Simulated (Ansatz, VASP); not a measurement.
**Cross-check of P between VASP and Ansatz**

Wanted: the spread between two codes on one cell, functional and k mesh.

Method: plane waves, with VASP 6.6.1 beside it; single point at PBEsol, in Ansatz 0.2.0.

### Step 1. The starting structure

Symmetry: Cmce, No. 64, orthorhombic system. Conventional cell: a = 3.316 Å, b = 10.484 Å, c = 4.379 Å, α = 90.00°, β = 90.00°, γ = 90.00°. P has 3 P at 2.22 to 2.24 Å nearest.

### Step 2. Ansatz: single point, PBEsol

Ansatz runs on its default PAW (the set named soft_2) files.

With cell and atoms fixed, the geometry can't cause a difference; cores, projectors, grids and the points listed under the comparison can.

File input.yaml:

```yaml
crystal:
  lattice:
    - [1.6582, -5.242, 0.0]
    - [1.6582, 5.242, 0.0]
    - [0.0, 0.0, 4.3793]
  atoms:
    - { symbol: P, position: [0.39838, 0.60162, 0.41932] }
    - { symbol: P, position: [0.10162, 0.89838, 0.91932] }
    - { symbol: P, position: [0.60162, 0.39838, 0.58068] }
    - { symbol: P, position: [0.89838, 0.10162, 0.08068] }
hamiltonian:
  xc: pbesol
  pseudopotentials: { kind: paw }
kpoints:
  mp_grid: { grid: [8, 8, 6] }
scf:
  occupations: { method: gaussian, width: 0.05 }
  n_extra_bands: 5
output:
  forces: true
  stress: true
  eigenvalues: true
```

Launch:

```
> ansatz run input.yaml --threads 2 --pin off --max-ram 4608MiB --backend cpu --events-out ev --progress --plain --runs-dir out
```

Numbers of over 12 decimals in the logs are rounded to 6 here.

What it wrote:

```text
scf.n_extra_bands = 5 over 10 filled bands (N_el = 20.0): the run solves 15 bands
Engine: ansatz 0.2.0, aarch64-unknown-linux-gnu
Pseudopotentials: kind: paw
Pseudopotential: P, paw, valence charge 5, recommended cutoff 420 eV (normal), P.paw.azcp
Functional definition: PBEsol
  exchange = pbesol_x
  correlation = pbesol_c
Crystal: 4 atoms, lattice volume = 76.132 Å³
Basis set: ecut = 420 eV, 1491 PW (Γ), exchange–correlation on 80×80×60 points (8 copies of the dense FFT grid, shifted against one another)
Bands: 15, of which v1, the nominal top of the filled ones, is band 10 counted from 1 (9 counted from 0)
Symmetry: 8 space group operations
Space group: Cmce (ITA 64), of the structure as read, at distance tolerance 4.2e-5 Å
k-points: 84 of 384
Non-local potential: P, projectors of the file, l = 0: 2, l = 1: 2, l = 2: 2
PAW form: soft (Blöchl's): semilocal exchange-correlation on the pseudo side does not see the compensation charge
PAW frozen core: P, regenerated for the run's functional, and the local potential with it (the file was generated under x = pbe(κ = 0.804, μ = 0.219515), c = pbe(β = 0.066725))
PAW one-centre angular grid: P, 110 points (default); XC on 64 Gauss nodes
Initial density: superposition of atomic densities (neutral atoms: chi_scale 0, normalization atom), corrected by the library's trained network
Initial wavefunctions: pseudopotential atomic-orbital guess
Functional: x = pbesol(κ = 0.804, μ = 0.123457), c = pbesol(β = 0.046)
SCF iter   1: F=—  HF=-2960.124395 eV  |F-HF|=—  |Δ(HF+E_count)|=         —  Δρ=3.58e-3  dr2=9.58e-3  ethr=1.77e-3  ⟨swp⟩=7.8  Hψ=9277  notcnv=0
preconditioner: auto → Kerker (q_TF=auto, 2.183 Å⁻¹)  [metal: Δε(μ)=0.033 eV  Ē_g=9.267 eV  σ=0.050 eV  W_gap=0.34  n_scr=12 (ndim 8)  ℏωp=19.0 eV  f_vac=0.000  D(μ)=0.30/eV (n_scr^D=0)]
SCF iter   2: F=—  HF=-2960.122593 eV  |F-HF|=—  |Δ(HF+E_count)|=   1.80e-3  Δρ=2.19e-3  dr2=3.69e-3  ethr=4.79e-5  ⟨swp⟩=2.3  Hψ=2660  notcnv=0  defer=24
SCF iter   3: F=—  HF=-2960.122051 eV  |F-HF|=—  |Δ(HF+E_count)|=   5.42e-4  Δρ=3.48e-4  dr2=1.85e-4  ethr=1.84e-5  ⟨swp⟩=2.8  Hψ=2032  notcnv=0  defer=24
SCF iter   4: F=—  HF=-2960.122032 eV  |F-HF|=—  |Δ(HF+E_count)|=   1.93e-5  Δρ=1.87e-4  dr2=6.09e-5  ethr=9.24e-7  ⟨swp⟩=2.2  Hψ=1602  notcnv=0  defer=24
SCF iter   5: F=—  HF=-2960.122026 eV  |F-HF|=—  |Δ(HF+E_count)|=   5.81e-6  Δρ=3.78e-5  dr2=1.51e-6  ethr=3.04e-7  ⟨swp⟩=2.0  Hψ=1768  notcnv=0  defer=24
SCF iter   6: F=—  HF=-2960.122026 eV  |F-HF|=—  |Δ(HF+E_count)|=   1.99e-7  Δρ=1.08e-5  dr2=1.29e-7  ethr=7.55e-9  ⟨swp⟩=2.6  Hψ=1974  notcnv=0  defer=24
SCF iter   7: F=-2960.122026 eV  HF=-2960.122026 eV  |F-HF|=3.23e-9  |Δ(HF+E_count)|=   6.80e-9  Δρ=3.20e-6  dr2=9.28e-9  ethr=5.00e-10  ⟨swp⟩=10.0  Hψ=7196  notcnv=0
SCF 1 converged in 7 iterations: F = -2960.122026 eV  dr2 = 9.28e-9
  greatest PAW one-centre occupation: 0.807 electrons in one spin orbital (limit 2), on the P atom at site 3 (counted from 0), in its partial waves of l = 0
SCF converged after 7 iterations
Free energy (F): -2960.122026 eV
Harris-Foulkes:  -2960.122026 eV  (|F-HF|=3.23e-9)
Internal energy: -2960.121713 eV  (E = F + TS)
E sigma→0 (E₀):  -2960.121869 eV
Entropy (-TS):   -0.000313 eV (-0.078 meV/atom)
Fermi energy:    7.640748 eV
--- Per-component energies (eV) ---
  E_band       = 15.792388
  E_kinetic    = 279.730046
  E_local      = -276.385154  (includes V_loc(G=0)·N_el)
  E_nonlocal   = 136.257367
  E_hartree    = 74.269070
  E_xc         = -243.243823
  E_vxc        = -241.795615  (∫ρ·V_xc dr)
  E_paw        = -2216.430752  (= ΣΔE_a)
  E_vpaw       = -30.553267  (= ΣTr[D̂ρ^β])
  E_aug_tail   = 0.000012  (compensation charges beyond the density's cutoff)
  E_ewald      = -714.502864
  E_core_change = 0.184384  (= ΣΔE_core)
  E_smearing   = -0.000313  (= −TS)
  E_closure    = -0.000000  (closes the sum)
  Σ components = -2960.122026   (vs F -2960.122026, Δ=0.00e0)
--- Forces (eV/Å), atoms counted from 1 ---
  atom   1  P      0.00000000     0.07278095     0.05711165
  atom   2  P      0.00000000    -0.07278095     0.05711165
  atom   3  P      0.00000000    -0.07278095    -0.05711165
  atom   4  P      0.00000000     0.07278095    -0.05711165
  max |Σ_I F_I| component: 5.55e-17 eV/Å
--- Stress (GPa, compression-positive) ---
       -1.467472       0.000000       0.000000
        0.000000      -0.015744      -0.000000
        0.000000      -0.000000      -1.021411
  P = ⅓ Tr σ = -0.8349 GPa (-8.349 kbar)
--- Band table (eV; the first three rows and the last of 84) ---
  k-point 0: bands = [... 6 lower, 3.5371, 4.7137, 5.0294, 6.2141, 8.2784, 8.6143, 9.4024, 10.5795, ... 1 higher]
  k-point 1: bands = [... 6 lower, 3.6551, 4.9838, 5.3135, 5.7793, 8.6233, 9.1893, 9.4322, 10.2628, ... 1 higher]
  k-point 2: bands = [... 6 lower, 3.9804, 4.7917, 4.8179, 6.9221, 8.6773, 9.0165, 9.9179, 10.9129, ... 1 higher]
  k-point 83: bands = [... 6 lower, 5.0035, 5.0035, 5.9461, 5.9461, 8.9146, 8.9146, 10.1144, 10.1144, ... 1 higher]
```

Wall time 3.2 s (2 threads of Arm Neoverse V1, shared host); peak memory 0.37 GiB.

In the SCF lines HF is the Harris–Foulkes energy and dr2 the Hartree energy of the density residual, in eV; the loop may stop once dr2 is under the threshold and the program's other checks hold. Hψ counts applications of the Hamiltonian.

The run ends at a pressure of -0.83 GPa, with forces up to 0.093 eV/Å.

### Step 3. VASP: single point, PBEsol

The same cell, functional, mesh and smearing now go to VASP, with its own data sets and cutoff.

Lines of VASP's logs that name or quote its potential files are left out, and so is its time.

File INCAR:

```
SYSTEM = P
PREC = Accurate
ENCUT = 400
EDIFF = 1E-05
NELM = 100
ISMEAR = 0
SIGMA = 0.05
LREAL = .FALSE.
ALGO = Normal
GGA = PS
NBANDS = 16
LORBIT = 11
LWAVE = .FALSE.
LCHARG = .FALSE.
KPAR = 4
```

File POSCAR:

```
P
1.0
    1.6582000000     -5.2420000000      0.0000000000
    1.6582000000      5.2420000000      0.0000000000
    0.0000000000      0.0000000000      4.3793000000
P
4
Direct
    0.3983800000      0.6016200000      0.4193200000
    0.1016200000      0.8983800000      0.9193200000
    0.6016200000      0.3983800000      0.5806800000
    0.8983800000      0.1016200000      0.0806800000
```

File KPOINTS:

```
Automatic mesh
0
Gamma
8 8 6
0 0 0
```

PAW data sets: P (PBE family, release 64).

Launch:

```
> mpirun -np 4 vasp_std
```

What it wrote:

```text
[banner, memory and clock lines left out]
running    4 mpi-ranks, on    1 nodes
 distrk:  each k-point on    1 cores,    4 groups
 distr:  one band on    1 cores,    1 groups

 POSCAR found type information on POSCAR P
 POSCAR found :  1 types and       4 ions
|                                                                             |
|               ----> ADVICE to this user running VASP <----                  |
|                                                                             |
|     You enforced a specific xc type in the INCAR file but a different       |
|     [... a line on the potential file left out ...]
|     I HOPE YOU KNOW WHAT YOU ARE DOING!                                     |
|                                                                             |

 LDA part: xc-table for (Slater+PW92), standard interpolation
 POSCAR, INCAR and KPOINTS ok, starting setup
 FFT: planning ... GRIDC
 FFT: planning ... GRID_SOFT
 FFT: planning ... GRID
 WAVECAR not read
 entering main loop
       N       E                     dE             d eps       ncg     rms          rms(c)
DAV:   1     0.485279856981E+02    0.48528E+02   -0.72641E+03  2688   0.862E+02
DAV:   2    -0.203725255302E+02   -0.68901E+02   -0.66389E+02  3696   0.148E+02
DAV:   3    -0.231902424229E+02   -0.28177E+01   -0.28088E+01  3584   0.327E+01
DAV:   4    -0.232180372497E+02   -0.27795E-01   -0.27789E-01  3464   0.391E+00
DAV:   5    -0.232185707964E+02   -0.53355E-03   -0.53347E-03  3632   0.487E-01    0.999E+00
DAV:   6    -0.230775970788E+02    0.14097E+00   -0.63038E-02  3144   0.139E+00    0.584E+00
DAV:   7    -0.230142333188E+02    0.63364E-01   -0.10802E-01  3448   0.185E+00    0.239E-01
DAV:   8    -0.230139168114E+02    0.31651E-03   -0.96502E-03  3176   0.617E-01    0.131E-01
DAV:   9    -0.230139562342E+02   -0.39423E-04   -0.34946E-04  3712   0.123E-01    0.699E-02
DAV:  10    -0.230139578756E+02   -0.16414E-05   -0.52592E-05  3312   0.405E-02
   1 F= -.23013958E+02 E0= -.23013819E+02  d E =-.277341E-03
```

OUTCAR, selected parts (step 3):

```text
ion  position               nearest neighbor table
   1  0.398  0.602  0.419-   4 2.22   4 2.22   3 2.24
   2  0.102  0.898  0.919-   3 2.22   3 2.22   4 2.24
   3  0.602  0.398  0.581-   2 2.22   2 2.22   1 2.24
   4  0.898  0.102  0.081-   1 2.22   1 2.22   2 2.24

  LATTYP: Found a base centered orthorhombic cell.
 ALAT       =     3.3164000000
 B/A-ratio  =     3.1612591967
 C/A-ratio  =     1.3204981305

 Subroutine GETGRP returns: Found  8 space group operations
 (whereof  4 operations were pure point group operations)

The static configuration has the point symmetry C_2h.
 The point group associated with its full space group is D_2h.

 Found     84 irreducible k-points:

   k-points           NKPTS =     84   k-points in BZ     NKDIM =     84   number of bands    NBANDS=     16

   dimension x,y,z NGX =    36 NGY =   36 NGZ =   30
   dimension x,y,z NGXF=    72 NGYF=   72 NGZF=   60

   ENCUT  =  400.0 eV  29.40 Ry    5.42 a.u.   8.97  8.97  7.14*2*pi/ulx,y,z

   NELECT =      20.0000    total number of electrons

 k-points in reciprocal lattice and weights: Automatic mesh
   0.00000000  0.00000000  0.00000000       0.003
   0.12500000  0.00000000  0.00000000       0.010
   0.25000000  0.00000000  0.00000000       0.010
   0.37500000 -0.00000000  0.00000000       0.010
   0.50000000  0.00000000  0.00000000       0.005
   0.12500000  0.12500000  0.00000000       0.005
   0.25000000  0.12500000  0.00000000       0.010
   0.37500000  0.12500000  0.00000000       0.010
   0.50000000  0.12500000  0.00000000       0.010
[...]
-0.37500000  0.37500000  0.50000000       0.005
   0.50000000  0.50000000  0.50000000       0.003

 average (electrostatic) potential at core
       1 -82.8933       2 -82.8933       3 -82.8933       4 -82.8933

 E-fermi :   6.6005

 k-point     1 :       0.0000    0.0000    0.0000
  band No.  band energies     occupation
    ...
      6       1.9157      2.00000
      7       2.5053      2.00000
      8       3.6715      2.00000
      9       3.9990      2.00000
     10       5.1673      2.00000
     11       7.2446      0.00000
     12       7.5962      0.00000
     13       8.3860      0.00000
     14       9.5501      0.00000
     15      11.8640      0.00000
    ...

 k-point     2 :       0.1250    0.0000    0.0000
  band No.  band energies     occupation
    ...
      6       1.6634      2.00000
      7       1.7203      2.00000
      8       3.4654      2.00000
      9       3.7573      2.00000
     10       5.3319      2.00000
     11       7.4516      0.00000
     12       8.6701      0.00000
     13       8.9305      0.00000
     14       9.6904      0.00000
     15      10.8830      0.00000
    ...

 k-point     3 :       0.2500    0.0000    0.0000
  band No.  band energies     occupation
    ...
      6       0.7639      2.00000
      7       2.1668      2.00000
      8       3.3000      2.00000
      9       3.9219      2.00000
     10       5.3146      2.00000
     11       7.1642      0.00000
     12       8.2051      0.00000
     13       8.8928      0.00000
     14       9.2950      0.00000
     15      10.2448      0.00000
    ...

  Total       -0.7238373     -0.0493365     -0.5194815      0.0000000      0.0000000      0.0000000
  in kB      -15.2329113     -1.0382696    -10.9323136      0.0000000      0.0000000      0.0000000
  external PRESSURE =      -9.0678315 kB  Pullay stress =       0.0000000 kB

  energy-cutoff  :      400.00
  volume of cell :       76.13
      direct lattice vectors                 reciprocal lattice vectors
     1.658200000 -5.242000000  0.000000000     0.301531781 -0.095383441  0.000000000
     1.658200000  5.242000000  0.000000000     0.301531781  0.095383441  0.000000000
     0.000000000  0.000000000  4.379300000     0.000000000  0.000000000  0.228346996

 POSITION                                       TOTAL-FORCE (eV/Angst)
 -----------------------------------------------------------------------------------
      1.65820      1.06538      1.83633         0.000000      0.056599      0.039948
      1.65820      4.17662      4.02598         0.000000     -0.056599      0.039948
      1.65820     -1.06538      2.54297         0.000000     -0.056599     -0.039948
      1.65820     -4.17662      0.35332         0.000000      0.056599     -0.039948
 -----------------------------------------------------------------------------------
    total drift:                               -0.000000      0.000000      0.000000

  FREE ENERGIE OF THE ION-ELECTRON SYSTEM (eV)
  ---------------------------------------------------
  free  energy   TOTEN  =       -23.0139578756 eV

  energy  without entropy=      -23.0136805344  energy(sigma->0) =      -23.01381921

 total charge
# of ion       s       p       d       tot
------------------------------------------
    1        1.080   1.367   0.000   2.446
    2        1.080   1.367   0.000   2.446
    3        1.080   1.367   0.000   2.446
    4        1.080   1.367   0.000   2.446
--------------------------------------------------
tot          4.318   5.466   0.000   9.785

[... 3 further parts left out ...]
```

The gap is under twice the smearing width, so the edge states are partly filled and the run can't tell a small gap from a semimetal.

### Step 4. Comparison

Known differences besides the potentials themselves: the cutoff is 420 eV in Ansatz and 400 eV in VASP; Ansatz makes its cores anew for this functional, VASP keeps those of its PBE data sets; VASP leaves aspherical gradient terms in its spheres out (LASPH is not set), Ansatz keeps them. Total energies have different zeros and are not compared.

Both answers:

| quantity | Ansatz | VASP | difference |
| --- | --- | --- | --- |
| pressure (GPa) | -0.83 | -0.91 | +0.07 |

Forces (eV/Å; atoms numbered as in POSCAR):

| atom | Ansatz x, y, z | VASP x, y, z |
| --- | --- | --- |
| P1 | 0.000, 0.073, 0.057 | 0.000, 0.057, 0.040 |
| P2 | 0.000, -0.073, 0.057 | 0.000, -0.057, 0.040 |
| P3 | 0.000, -0.073, -0.057 | 0.000, -0.057, -0.040 |
| P4 | 0.000, 0.073, -0.057 | 0.000, 0.057, -0.040 |

The forces differ by 14 meV/Å r.m.s., which is 34.1 % of the r.m.s. force of 0.04 eV/Å (both taken over all components). Ansatz's pressure holds a Pulay correction of 0.03 GPa; VASP's holds none.

### Step 5. What the set-up changes

Further runs change the set-up of one program: Ansatz's method, potentials or start, or VASP's data sets, cutoff or form of LDA. The table gives Ansatz less VASP for each quantity, since a change that brings one quantity closer may part another.

| run | r.m.s. force difference (meV/Å) | pressure (GPa) |
| --- | --- | --- |
| as above | 14 | 0.072 |
| cores kept as stored | 20 | 0.16 |
| Ansatz's all-electron LAPW method | 11 | 0.088 |
| Ansatz's larger PAW set (cutoff 510 eV) | 12 | 0.094 |
| norm-conserving potentials (cutoff 599 eV) | 13 | 0.041 |

### Step 6. Outcome

| Quantity | Value |
| --- | --- |
| r.m.s. force difference (single point, PBEsol) | 14 meV/Å |

In words: The r.m.s. force difference is 14 meV/Å (single point, PBEsol), beyond the 12 meV/Å picked in this series as the mark of a large difference. Single point, PBEsol, cores kept as stored: r.m.s. force difference goes from 14 to 20 meV/Å; the difference in pressure goes from 0.072 to 0.16 GPa. Single point, PBEsol, Ansatz's larger PAW set (cutoff 510 eV): the difference in pressure goes from 0.072 to 0.094 GPa. Single point, PBEsol, norm-conserving potentials (cutoff 599 eV): the difference in pressure goes from 0.072 to 0.041 GPa. Such differences can come from data sets, numerical settings and the points named under the comparisons, not from the functional's error against experiment.

[Lines on the potential files, build, host, timing and source positions are cut from VASP's logs without a mark.]

[Logs are printed without paths, hosts, clocks, repeated set-up lines and the standing remarks that a program may print on its own settings, such as how far it seeks lower states.]

[Hosts, paths, dates, database ids (printed as entryN), source tags and the programs' standing remarks are cut or masked in the printed files.]
